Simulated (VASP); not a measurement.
Here is the system:

```
CELL_PARAMETERS angstrom
      0.00000     2.79065     2.79065
      2.79065     0.00000     2.79065
      2.79065     2.79065     0.00000
ATOMIC_POSITIONS crystal
  Ag 0.00000 0.00000 0.00000
  Br 0.50000 0.50000 0.50000
```

All values below come from LDA (Ceperley-Alder, Perdew-Zunger), VASP's LDA PAW potentials (set 64) (plane waves; VASP). Run with 400 eV cut-off, 7×7×7 Γ-centred mesh, Gaussian smearing of 0.050 eV, potentials Ag Br.

Task: What does the run give for the energy per atom (σ→0)?

Result: 
```
Quantity                        Value
---------------------  --------------
energy per atom (σ→0)  -3.205 eV/atom
```

Only differences to runs with the same potentials and settings are physical.

The compound is AgBr in the rock salt structure. It was relaxed first, which changed the volume by -9 %. The start is the result of an earlier pass.
